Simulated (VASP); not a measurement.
Data:

```
CELL_PARAMETERS angstrom
      4.64719     0.00000     0.00000
     -2.32359     4.02458     0.00000
      0.00000     0.00000     7.24102
ATOMIC_POSITIONS crystal
  Sb 0.33333 0.66667 0.24670
  Sb 0.66667 0.33333 0.75330
  Se 0.00000 0.00000 0.00000
  Se 0.33333 0.66667 0.64700
  Se 0.66667 0.33333 0.35300
```

Level of theory: PBE GGA, VASP's PBE PAW potentials (set 64) (plane waves; VASP). Settings: 300 eV cut-off, 4×4×2 Γ-centred mesh, Fermi-Dirac smearing of 0.10 eV, potentials Sb Se.

Task: Which forces act on the atoms, in eV/Å?

Result: 
| atom | Fx | Fy | Fz |
|---|---|---|---|
| Sb1 | 0.000 | 0.000 | -0.626 |
| Sb2 | 0.000 | 0.000 | 0.626 |
| Se3 | 0.000 | 0.000 | 0.000 |
| Se4 | 0.000 | 0.000 | -0.280 |
| Se5 | 0.000 | 0.000 | 0.280 |

Task: Give the stress tensor in GPa (positive for a compressed cell).

Result: 
```
2.48  0.00  0.00
0.00  2.48  0.00
0.00  0.00  0.78
```
The pressure is its mean diagonal, 1.91 GPa.

The structure was generated: Sb2Se3 was put into an ordered model structure, which need not be its known phase. The cell was not relaxed at this level. The k-mesh is coarse (spacing up to 0.43 per Å, 2π included), so the numbers may not be converged in it.
